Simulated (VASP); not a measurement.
## YSi: structure and properties in VASP

How well does PBEsol reproduce what experiment finds for YSi? The cell is relaxed first, and properties follow on it. The steps: relaxing cell and atoms (PBEsol), second relaxation, density, ELF and potential (PBEsol), band structure (PBEsol), density of states (PBEsol), bands along the symmetry lines (PBEsol + SOC), volume scan with PBEsol, fit for PBEsol and optical spectrum (PBEsol). The start is a computed cell from the Materials Project.

Main program and level: VASP 6.6.1; PBEsol; plane waves and PAW (Y_sv, Si), in the first sound run; inputs show where later runs differ.

**What experiment says.**

“Fermi surface studies of a non-trivial topological compound YSi” (2021, arxiv:2102.04113) reports for YSi, orthorhombic Cmcm, by powder XRD, Rietveld (crushed Czochralski single crystal, 300 K): lattice constant a 4.26 Å; lattice constant b 10.53 Å; lattice constant c 3.83 Å.

Most raw output is cut from this account.

**1. Starting point**

Before any relaxation, the start is as follows. Symmetry: Cmcm, No. 63, orthorhombic system. The conventional cell has a = 4.287 Å, b = 10.568 Å, c = 3.834 Å, α = 90.00°, β = 90.00°, γ = 90.00°. Nearest to Y lie 7 Si at 2.96 to 3.13 Å. Nearest to Si lie 2 Si at 2.49 Å and 7 Y at 2.96 to 3.13 Å. Farther neighbours are not listed.

**2. Relaxing cell and atoms (PBEsol)**

The start need not lie at this functional's minimum. ISIF = 3 frees volume, shape and positions, and EDIFFG sets the threshold on forces and stress at which the search stops. PBEsol restores the gradient expansion of exchange and is tuned for the cells of solids.

Contents of INCAR:

```
SYSTEM = YSi
PREC = Accurate
ENCUT = 400
EDIFF = 1E-06
NELM = 100
ISMEAR = 0
SIGMA = 0.05
LREAL = .FALSE.
ALGO = Normal
GGA = PS
NBANDS = 21
LASPH = .TRUE.
LORBIT = 11
LWAVE = .FALSE.
LCHARG = .FALSE.
KPAR = 4
IBRION = 2
NSW = 60
ISIF = 3
EDIFFG = -0.01
```

Contents of POSCAR:

```
YSi
1.0
    2.1432990152     -5.2837738283      0.0000000000
    2.1432990152      5.2837738283      0.0000000000
    0.0000000000      0.0000000000      3.8336549400
Y Si
2 2
Direct
    0.1406278200      0.8593721800      0.2500000000
    0.8593721800      0.1406278200      0.7500000000
    0.4244761200      0.5755238800      0.2500000000
    0.5755238800      0.4244761200      0.7500000000
```

Contents of KPOINTS:

```
Automatic mesh
0
Gamma
7 7 7
0 0 0
```

PAW data sets: Y_sv and Si (PBE family, release 64).

Started as:

```
> mpirun -np 4 vasp_std
```

The job ended after 2 min (4 MPI ranks of AMD EPYC 7R43, shared host; peak memory 0.96 GiB).

The k-mesh is coarse for a metal. The PAW data sets were made with PBE, which is usual practice but a small mismatch for other functionals. The run keeps the 8 symmetry operations of its start, so it cannot find a distortion of lower symmetry.

The steps of the relaxation:

```tsv
step	energy less that of the first step (eV)	largest force (eV/Å)	pressure (GPa)	volume (Å³)
1	0.0000	0.0895	-2.74	86.83
2	-0.0087	0.0743	2.44	82.25
3	-0.0233	0.0611	0.04	84.23
4	-0.0239	0.0335	0.01	84.24
5	-0.0240	0.0134	-0.01	84.26
6	-0.0241	0.0155	0.00	84.25
7	-0.0241	0.0068	0.00	84.26
```

```tsv
conventional cell, symmetrised	before	after	change
a (Å)	4.287	4.231	-1.3 %
b (Å)	10.568	10.447	-1.1 %
c (Å)	3.834	3.813	-0.6 %
volume (Å³/atom)	21.71	21.07	-3.0 %
```

Final coordinates:

```cif
data_structure
_symmetry_space_group_name_H-M 'P 1'
_symmetry_Int_Tables_number 1
_cell_length_a 5.6358
_cell_length_b 5.6358
_cell_length_c 3.8125
_cell_angle_alpha 90.000
_cell_angle_beta 90.000
_cell_angle_gamma 135.907
_cell_volume 84.26
loop_
_atom_site_label
_atom_site_type_symbol
_atom_site_fract_x
_atom_site_fract_y
_atom_site_fract_z
_atom_site_occupancy
Y1 Y 0.14011 0.85989 0.25000 1
Y2 Y 0.85989 0.14011 0.75000 1
Si3 Si 0.42379 0.57621 0.25000 1
Si4 Si 0.57621 0.42379 0.75000 1
```

Numbers from this step:

| Property | Result |
| --- | --- |
| electrons | 30 |
| bands | 21 |
| irreducible k-points | 64 |
| symmetry operations | 8 |
| free energy (TOTEN) | -28.83 eV |
| energy at zero smearing | -28.83 eV |
| Fermi energy | 5.651 eV |
| pressure | -0.004769 GPa |
| metallic | yes |
| SCF cycles over all ionic steps | 51 |

It ends with a largest force of 0.007 eV/Å and a pressure of 0.00 GPa.

**3. Second relaxation**

The basis stayed that of the start cell while the cell moved. A rerun from the cell reached resets it; the error of the finite cutoff stays.

INCAR is that of step 2.

Contents of POSCAR:

```
YSi
1.0
    2.1154713214     -5.2237202498      0.0000000000
    2.1154713214      5.2237202498      0.0000000000
    0.0000000000      0.0000000000      3.8125159198
Y Si
2 2
Direct
    0.1401117856      0.8598882144      0.2500000000
    0.8598882144      0.1401117856      0.7500000000
    0.4237875938      0.5762124062      0.2500000000
    0.5762124062      0.4237875938      0.7500000000
```

KPOINTS is that of step 2.

Started as:

```
> mpirun -np 4 vasp_std
```

Run time: 31 s. Hardware: 4 MPI ranks; peak memory 0.9 GiB; 2 min of CPU time.

Little changed from the start: no atom moved by 0.005 Å and no cell edge by 0.1 %.

Numbers from this step:

| Quantity | Value |
| --- | --- |
| pressure | -0.01086 GPa |
| SCF cycles over all ionic steps | 13 |

It ends with a largest force of 0.007 eV/Å and a pressure of -0.01 GPa. The volume moved by under 0.01 %: the run met its threshold at the first step.

**4. Density, ELF and potential (PBEsol)**

A single point on the relaxed cell gives a clean self-consistent state, with density, ELF and potential written out.

INCAR, as its differences from that of step 3:

```diff
@@ -14,7 +14,5 @@
 LWAVE = .FALSE.
-LCHARG = .FALSE.
-KPAR = 4
-IBRION = 2
-NSW = 60
-ISIF = 3
-EDIFFG = -0.01
+LCHARG = .TRUE.
+ISIF = 2
+LELF = .TRUE.
+LVHAR = .TRUE.
```

POSCAR is that of step 3.

KPOINTS is that of step 3.

Started as:

```
> mpirun -np 4 vasp_std
```

Run time: 34 s. Hardware: 4 MPI ranks; peak memory 0.59 GiB; 2.2 min of CPU time.

Numbers from this step:

| Quantity | Value |
| --- | --- |
| SCF cycles | 13 |
| bands | 24 |
| pressure | -0.008200 GPa |

Valence electrons inside each PAW sphere by angular momentum. Sphere charges, by row:

```tsv
atom	s (e)	p (e)	d (e)	f (e)	tot (e)
Y1	2.188	6.383	1.097	0.029	9.698
Y2	2.188	6.383	1.097	0.029	9.698
Si3	0.763	0.911	0	0	1.674
Si4	0.763	0.911	0	0	1.674
```

ELF in the bc plane of the conventional cell at fractional x = 0.500, with atoms of Y and Si within 0.2 Å of it. It is the smooth field of the valence electrons, not physical close to the nuclei.

Values, 6 rows by 16 columns, each cell a mean:
```
0.64 0.49 0.75 0.45 0.34 0.65 0.61 0.23 0.17 0.17 0.15 0.17 0.41 0.54 0.51 0.63
0.37 0.21 0.72 0.45 0.45 0.68 0.68 0.35 0.24 0.31 0.20 0.30 0.47 0.40 0.32 0.49
0.71 0.59 0.75 0.46 0.27 0.58 0.52 0.18 0.14 0.17 0.22 0.16 0.38 0.60 0.59 0.68
0.67 0.52 0.53 0.47 0.21 0.14 0.16 0.19 0.15 0.55 0.67 0.45 0.32 0.76 0.55 0.58
0.52 0.34 0.36 0.48 0.35 0.20 0.27 0.30 0.22 0.67 0.67 0.57 0.32 0.76 0.32 0.27
0.72 0.60 0.61 0.47 0.17 0.20 0.19 0.15 0.13 0.45 0.60 0.36 0.32 0.74 0.63 0.67
```
Columns run along b (10.4 Å), rows up along c (3.8 Å), edges of the conventional cell, whose origin can differ from the input's. Atoms in or near the plane, at fractional coordinates: Y at (0.36, 0.75), Y at (0.64, 0.25), Si at (0.08, 0.75), Si at (0.92, 0.25).

Valence density in the bc plane of the conventional cell at fractional x = 0.500, with atoms of Y and Si within 0.2 Å of it. It is the smooth field of the valence electrons, not physical close to the nuclei.

Ten even steps from '0' (-0.1 e/Å³) to '9' (4.7 e/Å³), each cell a mean:
```
11000000134310000000000000000
00001000268731000000000000000
00001000379841000000000000000
10000000256520000000000000000
11000000012210000010000000000
10000000000000001243200000011
00000000000000002587410000000
00000000000000002699510000000
00000000000000001466310000001
10000000001000000122100000011
```
Columns run along b (10.4 Å), rows up along c (3.8 Å), edges of the conventional cell, whose origin can differ from the input's. Atoms in or near the plane, at fractional coordinates: Y at (0.36, 0.75), Y at (0.64, 0.25), Si at (0.08, 0.75), Si at (0.92, 0.25).

Electrostatic potential energy in the bc plane of the conventional cell at fractional x = 0.500, with atoms of Y and Si within 0.2 Å of it. With pseudopotentials it is smooth inside the atoms' cores, unlike the true potential.

Values in eV, 6 rows by 16 columns, each cell a mean:
```
-25 -48 -13  -1  -9 -18 -17  -7   0  -1  -3   0   2   2   0  -2
-50 -77 -28  -2 -13 -23 -21  -9   1   2   1   2   3   3   2  -2
-15 -31  -7   0  -7 -16 -14  -5   0  -4  -6  -2   2   2  -2  -3
 -4   0   2   3   1  -3  -2   0  -4 -15 -19 -12  -2  -6 -42 -36
 -7   2   3   3   3   2   2   2  -6 -19 -24 -16  -4 -14 -72 -65
 -4  -2   1   2  -1  -6  -5  -1  -3 -13 -16 -10  -1  -3 -26 -22
```
Columns run along b (10.4 Å; values clipped at the 3rd and 97th percentile), rows up along c (3.8 Å), edges of the conventional cell, whose origin can differ from the input's. Atoms in or near the plane, at fractional coordinates: Y at (0.36, 0.75), Y at (0.64, 0.25), Si at (0.08, 0.75), Si at (0.92, 0.25).

In this run the pressure is -0.01 GPa, small enough to go on.

**5. Band structure (PBEsol)**

Levels along the symmetry lines show where the bands peak and cross; KPOINTS_OPT computes them in the converged potential.

Contents of INCAR:

```
SYSTEM = YSi
PREC = Accurate
ENCUT = 400
EDIFF = 1E-06
NELM = 100
ISMEAR = 0
SIGMA = 0.05
LREAL = .FALSE.
ALGO = Normal
GGA = PS
NBANDS = 29
LASPH = .TRUE.
LORBIT = 11
LWAVE = .FALSE.
LCHARG = .FALSE.
KPAR = 4
```

POSCAR is that of step 4.

KPOINTS is that of step 4.

Contents of KPOINTS_OPT:

```
Line mode
16
Line-mode
Reciprocal
  0.00000000   0.00000000   0.00000000 GAMMA
  0.29100100   0.29100100   0.00000000 X

  0.29100100   0.29100100   0.00000000 X
  0.00000000   0.50000000   0.00000000 S

  0.00000000   0.50000000   0.00000000 S
  0.00000000   0.50000000   0.50000000 R

  0.00000000   0.50000000   0.50000000 R
  0.29100100   0.29100100   0.50000000 A

  0.29100100   0.29100100   0.50000000 A
  0.00000000   0.00000000   0.50000000 Z

  0.00000000   0.00000000   0.50000000 Z
  0.00000000   0.00000000   0.00000000 GAMMA

  0.00000000   0.00000000   0.00000000 GAMMA
 -0.50000000   0.50000000   0.00000000 Y

 -0.50000000   0.50000000   0.00000000 Y
 -0.29100100   0.70899900   0.00000000 X1

 -0.29100100   0.70899900   0.00000000 X1
 -0.29100100   0.70899900   0.50000000 A1

 -0.29100100   0.70899900   0.50000000 A1
 -0.50000000   0.50000000   0.50000000 T

 -0.50000000   0.50000000   0.50000000 T
 -0.50000000   0.50000000   0.00000000 Y

  0.00000000   0.00000000   0.50000000 Z
 -0.50000000   0.50000000   0.50000000 T
```

Started as:

```
> mpirun -np 4 vasp_std
```

Wall time 89 s (4 MPI ranks); peak memory 1.1 GiB; 5.9 min of CPU time.

This step gave:

| Property | Result |
| --- | --- |
| bands | 29 |
| pressure | -0.006188 GPa |

The electronic bands at the labelled points (eV, zero at the Fermi level; # counts the bands kept):

```tsv
point	#4	#5	#6	#7	#8	#9	#10	#11
Γ	-2.34	-1.67	-1.36	0.20	0.77	1.73	2.57	2.61
0.47 of the way	-2.04	-1.80	-1.55	0.25	0.97	1.16	1.49	2.28
X	-2.41	-2.20	-1.85	0.59	0.65	1.24	1.62	2.08
0.53 of the way	-2.64	-2.40	-1.77	0.44	0.81	1.28	2.14	2.15
S	-2.89	-2.39	-1.77	0.35	0.84	1.32	2.26	2.54
0.47 of the way	-2.96	-2.55	-1.90	-0.45	0.35	2.29	2.76	2.96
R	-3.16	-2.23	-2.23	-0.43	-0.43	3.16	3.16	3.67
0.53 of the way	-3.29	-2.14	-2.14	-0.35	-0.35	2.81	2.81	3.61
A	-3.45	-2.04	-2.04	-0.26	-0.26	2.34	2.34	3.87
0.53 of the way	-2.93	-2.24	-2.24	-0.72	-0.72	2.59	2.59	4.04
Z	-3.01	-2.15	-2.15	-1.01	-1.01	3.06	3.06	3.64
0.53 of the way	-2.40	-2.38	-0.78	-0.47	0.04	1.44	2.16	2.70
Γ	-2.34	-1.67	-1.36	0.20	0.77	1.73	2.57	2.61
0.53 of the way	-2.21	-1.79	-1.23	-0.28	1.05	1.94	1.98	2.14
Y	-2.03	-1.89	-1.15	-0.76	1.44	1.74	2.08	2.28
0.53 of the way	-2.17	-2.00	-0.90	-0.30	0.61	1.31	1.74	1.99
X1	-2.41	-2.20	-1.85	0.59	0.65	1.24	1.62	2.08
0.53 of the way	-3.45	-2.14	-1.76	-0.35	0.15	1.58	2.87	3.21
A1	-3.45	-2.04	-2.04	-0.26	-0.26	2.34	2.34	3.87
0.53 of the way	-3.86	-1.81	-1.81	0.38	0.38	0.65	0.65	3.75
T	-3.91	-1.68	-1.68	-0.10	-0.10	1.57	1.57	2.10
0.47 of the way	-2.21	-1.97	-0.88	-0.63	0.88	0.95	1.58	2.18
Y	-2.03	-1.89	-1.15	-0.76	1.44	1.74	2.08	2.28
jump to Z	-3.01	-2.15	-2.15	-1.01	-1.01	3.06	3.06	3.64
0.53 of the way	-3.52	-1.92	-1.92	-0.60	-0.60	2.30	2.30	2.88
T	-3.91	-1.68	-1.68	-0.10	-0.10	1.57	1.57	2.10
```

Of the projections kept (Y, Si), the largest for each band there; the rest of the weight can lie on other orbitals:

```tsv
point	#4	#5	#6	#7	#8	#9	#10	#11
Γ	Y 0.56	Si 0.70	Y 0.90	Y 0.97	Y 0.74	Y 0.95	Y 1.00	Y 1.00
X	Si 0.60	Y 0.68	Y 0.58	Y 0.78	Y 0.95	Y 0.50	Y 0.85	Y 0.99
S	Y 0.73	Si 0.61	Y 0.62	Y 0.82	Y 0.96	Y 0.64	Y 0.95	Y 0.85
R	Y 0.50	Y 0.65	Y 0.65	Y 0.94	Y 0.94	Y 0.98	Y 0.98	Y 0.75
A	Y 0.53	Y 0.63	Y 0.63	Y 0.96	Y 0.96	Y 0.84	Y 0.84	Y 0.89
Z	Si 0.52	Y 0.65	Y 0.65	Y 0.85	Y 0.85	Y 0.82	Y 0.82	Y 1.00
```

There is no gap at this level.

Of the bands kept, 2 cross the Fermi level on this path.

**6. Density of states (PBEsol)**

A density of states needs more k-points than a total energy; ISMEAR = -5 takes tetrahedra, and LORBIT projects the states on the PAW spheres. The mesh is finer than in the run before.

INCAR, as its differences from that of step 5:

```diff
@@ -5,3 +5,3 @@
 NELM = 100
-ISMEAR = 0
+ISMEAR = -5
 SIGMA = 0.05
@@ -16 +16,2 @@
 KPAR = 4
+NEDOS = 2001
```

POSCAR is that of step 5.

Contents of KPOINTS:

```
Automatic mesh
0
Gamma
10 10 10
0 0 0
```

Started as:

```
> mpirun -np 4 vasp_std
```

Run time: 91 s. Hardware: 4 MPI ranks; peak memory 1.5 GiB.

With tetrahedra the forces and stress of a metal are not exact derivatives of the energy.

Numbers from this step:

| Quantity | Value |
| --- | --- |
| irreducible k-points | 186 |
| free energy (TOTEN) | -28.85 eV |
| Fermi energy | 5.603 eV |
| pressure | -0.03644 GPa |
| DOS at the Fermi level | 2.195 states/eV/cell |

The density of states has structure finer than the step of the table below, so its rows give means over 0.5 eV, whole bins alone (the curve runs from -12.0 to 3.42 eV). Peaks (eV: height): total -1.99: 5.24, -1.74: 4.61, 0.84: 3.02, 2.91: 4.51; Y d -1.74: 0.966, -0.36: 1.05, 0.84: 1.31, 2.91: 2.08; Si p -3.02: 0.627, -1.99: 1.12, -1.74: 0.845, 2.65: 0.200; Y p -3.02: 0.259, -1.91: 0.566, -1.74: 0.610, -0.45: 0.264; Y s -6.21: 0.0645, -3.80: 0.183, 0.84: 0.0378, 2.91: 0.173.

States under -12.0 eV and over 3.4 eV are left out. Table of density of states by energy, zero at the Fermi level; means over each step; values in states/eV/cell:

```tsv
energy (eV)	total	Y d	Si p	Y p	Y s	Si s
-11.0	0	0	0	0	0	0
-10.5	0.0693	3.1e-4	8.6e-4	0.00116	0.00400	0.0249
-10.0	0.774	0.00874	0.0138	0.0299	0.0300	0.286
-9.5	1.29	0.0290	0.0309	0.0724	0.0245	0.488
-9.0	0.790	0.0237	0.0261	0.0405	0.0138	0.292
-8.5	0.627	0.0242	0.0257	0.0298	0.00925	0.228
-8.0	0.558	0.0260	0.0261	0.0248	0.00690	0.200
-7.5	0.506	0.0282	0.0257	0.0214	0.00466	0.181
-7.0	0.515	0.0325	0.0260	0.0219	0.00376	0.185
-6.5	0.798	0.0448	0.0353	0.0372	0.0231	0.268
-6.0	1.43	0.0985	0.0582	0.0693	0.0456	0.465
-5.5	0.624	0.0374	0.0327	0.0382	0.0231	0.189
-5.0	0.0396	0.00192	0.00286	0.00303	0.00144	0.0108
-4.5	0.440	0.0273	0.0758	0.0190	0.0495	0.0123
-4.0	1.52	0.106	0.279	0.0964	0.143	0.0399
-3.5	1.88	0.182	0.371	0.132	0.129	0.0411
-3.0	2.34	0.272	0.503	0.192	0.0994	0.0433
-2.5	2.50	0.382	0.543	0.211	0.0683	0.0304
-2.0	4.26	0.736	0.888	0.507	0.0452	0.0320
-1.5	1.99	0.496	0.336	0.211	0.00842	0.00642
-1.0	1.53	0.521	0.132	0.104	0.0202	0.00722
-0.5	2.42	0.882	0.138	0.229	0.0255	0.00869
0.0	2.22	0.936	0.117	0.140	0.0185	0.00550
0.5	1.82	0.821	0.0962	0.0831	0.0204	0.0116
1.0	1.62	0.715	0.0943	0.0689	0.0196	0.0292
1.5	2.22	0.991	0.137	0.0865	0.0299	0.0490
2.0	2.50	1.16	0.146	0.114	0.0410	0.0458
2.5	3.53	1.61	0.182	0.175	0.115	0.0973
3.0	3.88	1.85	0.175	0.200	0.132	0.149
```

The finer mesh and the other smearing move the Fermi level by -0.05 eV from the 7×7×7 run, a small shift, which tests the Fermi level alone. Of the states within 0.3 eV of the Fermi level, the largest shares in the PAW spheres are Y d 42 %, Y p 6 % and Si p 5 %. The rest lies in smaller channels or between the spheres.

**7. Bands along the symmetry lines (PBEsol + SOC)**

This step: PBEsol, spin-orbit coupling; plane waves and PAW (Y_sv, Si) (VASP 6.6.1).

The mesh alone shows little of the dispersion and can miss band extrema, so KPOINTS_OPT adds a path through the symmetry points after the self-consistent cycle. Spin-orbit coupling needs spinors and the noncollinear program, where each band holds one electron.

Contents of INCAR:

```
SYSTEM = YSi
PREC = Accurate
ENCUT = 400
EDIFF = 1E-06
NELM = 100
ISMEAR = 0
SIGMA = 0.05
LREAL = .FALSE.
ALGO = Normal
GGA = PS
LNONCOLLINEAR = .TRUE.
MAGMOM = 0 0 0 0 0 0 0 0 0 0 0 0
NBANDS = 42
GGA_COMPAT = .FALSE.
LASPH = .TRUE.
LSORBIT = .TRUE.
LMAXMIX = 4
LORBIT = 11
LWAVE = .FALSE.
LCHARG = .FALSE.
KPAR = 4
```

POSCAR is that of step 6.

Contents of KPOINTS:

```
Automatic mesh
0
Gamma
6 6 6
0 0 0
```

KPOINTS_OPT is that of step 5.

Started as:

```
> mpirun -np 4 vasp_ncl
```

The job ended after 5.5 min (4 MPI ranks; peak memory 2.3 GiB; 22 min of CPU time).

This step gave:

| Item | Value |
| --- | --- |
| bands | 42 |
| irreducible k-points | 52 |
| free energy (TOTEN) | -28.92 eV |
| energy at zero smearing | -28.91 eV |
| Fermi energy | 5.58 eV |
| pressure | 0.005204 GPa |

On-site spin-orbit energy by atom:

```tsv
atom	on-site spin-orbit energy (eV)
Y1	-0.0976
Y2	-0.0976
Si3	-0.0004
Si4	-0.0004
```

The electronic bands at the labelled points (eV, zero at the Fermi level; # counts the bands kept):

```tsv
point	#11	#12	#13	#14	#15	#16	#17	#18
Γ	-1.29	-1.29	0.28	0.28	0.84	0.84	1.80	1.80
0.47 of the way	-1.48	-1.48	0.32	0.32	1.04	1.04	1.24	1.24
X	-1.78	-1.78	0.66	0.66	0.72	0.72	1.31	1.31
0.53 of the way	-1.70	-1.70	0.51	0.51	0.88	0.88	1.35	1.35
S	-1.70	-1.70	0.42	0.42	0.91	0.91	1.39	1.39
0.47 of the way	-1.83	-1.83	-0.38	-0.38	0.42	0.42	2.36	2.36
R	-2.16	-2.16	-0.37	-0.37	-0.37	-0.37	3.23	3.23
0.53 of the way	-2.05	-2.05	-0.29	-0.29	-0.28	-0.28	2.88	2.88
A	-1.95	-1.95	-0.20	-0.20	-0.18	-0.18	2.41	2.41
0.53 of the way	-2.17	-2.17	-0.67	-0.67	-0.64	-0.64	2.65	2.65
Z	-2.08	-2.08	-0.94	-0.94	-0.94	-0.94	3.14	3.14
0.53 of the way	-0.71	-0.71	-0.40	-0.40	0.11	0.11	1.51	1.51
Γ	-1.29	-1.29	0.28	0.28	0.84	0.84	1.80	1.80
0.53 of the way	-1.16	-1.16	-0.20	-0.20	1.11	1.11	2.01	2.01
Y	-1.08	-1.08	-0.68	-0.68	1.50	1.50	1.81	1.81
0.53 of the way	-0.82	-0.82	-0.23	-0.23	0.68	0.68	1.38	1.38
X1	-1.78	-1.78	0.66	0.66	0.72	0.72	1.31	1.31
0.53 of the way	-1.68	-1.68	-0.29	-0.29	0.22	0.22	1.65	1.65
A1	-1.95	-1.95	-0.20	-0.20	-0.18	-0.18	2.41	2.41
0.53 of the way	-1.72	-1.72	0.44	0.44	0.45	0.45	0.72	0.72
T	-1.61	-1.61	-0.03	-0.03	-0.03	-0.03	1.64	1.64
0.47 of the way	-0.81	-0.81	-0.56	-0.56	0.94	0.94	1.02	1.02
Y	-1.08	-1.08	-0.68	-0.68	1.50	1.50	1.81	1.81
jump to Z	-2.08	-2.08	-0.94	-0.94	-0.94	-0.94	3.14	3.14
0.53 of the way	-1.85	-1.85	-0.53	-0.53	-0.53	-0.53	2.37	2.37
T	-1.61	-1.61	-0.03	-0.03	-0.03	-0.03	1.64	1.64
```

Of the projections kept (Y, Si), the largest for each band there; the rest of the weight can lie on other orbitals:

```tsv
point	#11	#12	#13	#14	#15	#16	#17	#18
Γ	Y 0.90	Y 0.90	Y 0.97	Y 0.97	Y 0.75	Y 0.75	Y 0.95	Y 0.95
X	Y 0.58	Y 0.58	Y 0.78	Y 0.78	Y 0.95	Y 0.95	Y 0.50	Y 0.50
S	Y 0.62	Y 0.62	Y 0.82	Y 0.82	Y 0.96	Y 0.96	Y 0.64	Y 0.64
R	Y 0.65	Y 0.65	Y 0.94	Y 0.94	Y 0.94	Y 0.94	Y 0.98	Y 0.98
A	Y 0.62	Y 0.62	Y 0.95	Y 0.95	Y 0.96	Y 0.96	Y 0.84	Y 0.84
Z	Y 0.65	Y 0.65	Y 0.85	Y 0.85	Y 0.85	Y 0.85	Y 0.82	Y 0.82
```

There is no gap at this level.

Of the bands kept, 4 cross the Fermi level on this path (spinor bands, one electron each).

**8. Volume scan with PBEsol, volume scale 0.94**

This step: PBEsol; plane waves and PAW (Y_sv, Si) (VASP 6.6.1).

An equation of state needs energies on both sides of the minimum, all on one mesh and cutoff.

Contents of INCAR:

```
SYSTEM = YSi
PREC = Accurate
ENCUT = 400
EDIFF = 1E-06
NELM = 100
ISMEAR = 0
SIGMA = 0.05
LREAL = .FALSE.
ALGO = Normal
GGA = PS
NBANDS = 21
LASPH = .TRUE.
LORBIT = 11
LWAVE = .FALSE.
LCHARG = .FALSE.
KPAR = 4
ISIF = 2
```

Contents of POSCAR:

```
YSi
1.0
    2.0722863198     -5.1170837925      0.0000000000
    2.0722863198      5.1170837925      0.0000000000
    0.0000000000      0.0000000000      3.7346876343
Y Si
2 2
Direct
    0.1401117856      0.8598882144      0.2500000000
    0.8598882144      0.1401117856      0.7500000000
    0.4237875938      0.5762124062      0.2500000000
    0.5762124062      0.4237875938      0.7500000000
```

Contents of KPOINTS:

```
Automatic mesh
0
Gamma
7 7 7
0 0 0
```

Started as:

```
> mpirun -np 4 vasp_std
```

Elapsed: 34 s, on 4 MPI ranks; peak memory 0.81 GiB.

The scan keeps the cell's shape and the fractional positions fixed.

Numbers from this step:

```yaml
bands: 21
irreducible_k_points: 64
free_energy_toten: -28.73 eV
energy_at_zero_smearing: -28.73 eV
fermi_energy: 6.075 eV
pressure: 6.744 GPa
```

Force by atom:

```tsv
atom	x (eV/Å)	y (eV/Å)	z (eV/Å)	size
Y1	0.000	-0.107	0.000	0.107
Y2	0.000	0.107	0.000	0.107
Si3	0.000	0.043	0.000	0.043
Si4	0.000	-0.043	0.000	0.043
```

The pressure here is 6.74 GPa.

[end of part 1 of 2]

[Lines on the potential files, build, host, timing and source positions are cut from VASP's logs without a mark.]

[Logs are printed without paths, hosts, clocks, repeated set-up lines and the standing remarks that a program may print on its own settings, such as how far it seeks lower states.]

[Hosts, paths, dates, database ids (printed as entryN), source tags and the programs' standing remarks are cut or masked in the printed files.]

[A measured line is paired with the nearest computed mode of its activity, which favours agreement.]
